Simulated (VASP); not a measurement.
VASP input:

### INCAR
```
ISIF  =  2
LREAL  =  .FALSE.
ALGO  =  Normal
SYSTEM  =  Ga4As2Sb2
LEFG  =  .TRUE.
PREC  =  Accurate
NELM  =  100   ! most electronic steps
LWAVE  =  .FALSE.
ISMEAR  =  -5   ! tetrahedra, Bloechl
LORBIT  =  11   ! lm-projected
NEDOS  =  601   ! DOS grid
GGA  =  PS   ! PBEsol
LCHARG  =  .TRUE.
LMAXMIX  =  4
ENCUT  =  400   ! plane-wave cut-off (eV)
LASPH  =  .TRUE.   ! aspherical one-centre terms
EDIFF  =  1E-7   ! SCF stop (eV)
```

KPOINTS:
```
Automatic mesh
0
Gamma
10 10 3
0 0 0
```

**POSCAR**
```
Ga4As2Sb2
1
   -0.0000000000     2.9455818161     2.9455818161
    2.9455818161    -0.0000000000     2.9455818161
   11.7839126046    11.7839126046    -0.0015853404
Ga Sb As
4 2 2
Direct
  0.0203499484   0.0203499484   0.9847375387
  0.0010774349   0.0010774349   0.2491919238
  0.9801066008   0.9801066008   0.5149200494
  0.9995049720   0.9995049720   0.7503712710
  0.2585650908   0.2585650908   0.0560761819
  0.2397759568   0.2397759568   0.3201680324
  0.2407072961   0.2407072961   0.5694695279
  0.2599127002   0.2599127002   0.8050654749
```

POTCAR, in this order: Ga_d Sb As (PBE.64 set). Program: vasp_std.

Q: Write an equivalent input for Quantum ESPRESSO's pw.x.

A: One equivalent input (not run):
```
&CONTROL
  calculation = 'scf'
  pseudo_dir = './pseudo'
  outdir = './out'
  tprnfor = .true.
  tstress = .true.
/
&SYSTEM
  ibrav = 0
  nat = 8
  ntyp = 3
  ecutwfc = 84
  occupations = 'tetrahedra'
  input_dft = 'pbesol'
/
&ELECTRONS
  conv_thr = 7.3e-09
  electron_maxstep = 100
/
ATOMIC_SPECIES
  Ga 69.723 Ga.upf
  Sb 121.760 Sb.upf
  As 74.922 As.upf
CELL_PARAMETERS angstrom
    -0.0000000    2.9455818    2.9455818
     2.9455818   -0.0000000    2.9455818
    11.7839126   11.7839126   -0.0015853
ATOMIC_POSITIONS crystal
  Ga   0.0203499  0.0203499  0.9847375
  Ga   0.0010774  0.0010774  0.2491919
  Ga   0.9801066  0.9801066  0.5149200
  Ga   0.9995050  0.9995050  0.7503713
  Sb   0.2585651  0.2585651  0.0560762
  Sb   0.2397760  0.2397760  0.3201680
  As   0.2407073  0.2407073  0.5694695
  As   0.2599127  0.2599127  0.8050655
K_POINTS automatic
  10 10 3 0 0 0
```
What does not carry over: the potentials are each code's own (VASP's PAW set, PseudoDojo norm-conserving files in pw.x), so ENCUT and ecutwfc are chosen apart and not converted; conv_thr bounds pw.x's estimated SCF error, while EDIFF bounds the energy change between steps; the field gradients of LEFG aren't asked of the other code.

The structure was generated: Ga4As2Sb2 was put into an ordered model structure (R3m), which need not be its known phase. It was relaxed first.
